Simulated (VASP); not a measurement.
**GaN: transverse stress against strain**

GaN (wurtzite, P6_3mc, 11.359 Å³/atom and stress up to 0.25 GPa in the relaxed cell, c along z) under a strain ε along c (axis z), the other axes held. PBEsol in VASP (plane waves, PAW), 600 eV, 12×12×6 Γ-centred mesh, Gaussian smearing 0.05 eV; ions are relaxed, or left where forces stay under 0.02 eV/Å, within the symmetry of each cell. Stress is positive for a compressed cell.

Here s stands for strain and y for stress xx.

| strain (%) | stress xx (GPa) |
|---|---|
| -1.50 | 1.21 |
| -1.00 | 0.69 |
| -0.50 | 0.20 |
| 0.00 | -0.25 |
| 0.50 | -0.73 |
| 1.00 | -1.15 |
| 1.50 | -1.53 |
| 3.00 | ? |

Q: Fit y against s with a straight line, and predict the withheld value at s = 3.00.

A: Means: s 0, y -0.223. About the means, the sum of products is -6.4150 and the sum of squares of s is 7.0000; the slope is their ratio. Least squares gives y = -0.223 - 0.9164·s. Residuals (row less fit): 0.058, -0.003, -0.035, -0.027, -0.049, -0.011, 0.068; standard error 0.050 (degrees of freedom: 5). The slope gives the elastic constant C13 = 92 ± 2 GPa (± standard error of the fit, which holds the terms cut off). At the withheld row, y = -0.223 - 0.9164 × 3.0 = -2.972 GPa. The calculation gives -2.59 GPa, 0.382 GPa above the prediction (10.1 % of the range of y in the table). The row lies outside the fitted rows, so this is an extrapolation. From the scatter of the fitted rows alone, a prediction at this place has a standard error of 0.078 GPa, so the miss is 4.9 times that.

A polynomial of degree 2 through the 12 other runs of the series gives -2.56 there, so most of the miss is curvature that the fit leaves out. Rows are the converged runs of the series near zero and its far end; series whose fitted rows scatter by over a few per cent of the range, as at a crossing or softening among them, aren't shown in this form, nor equations of state whose B0' disagrees with the runs' pressures. Most that stay on the fit to the last digits aren't either.
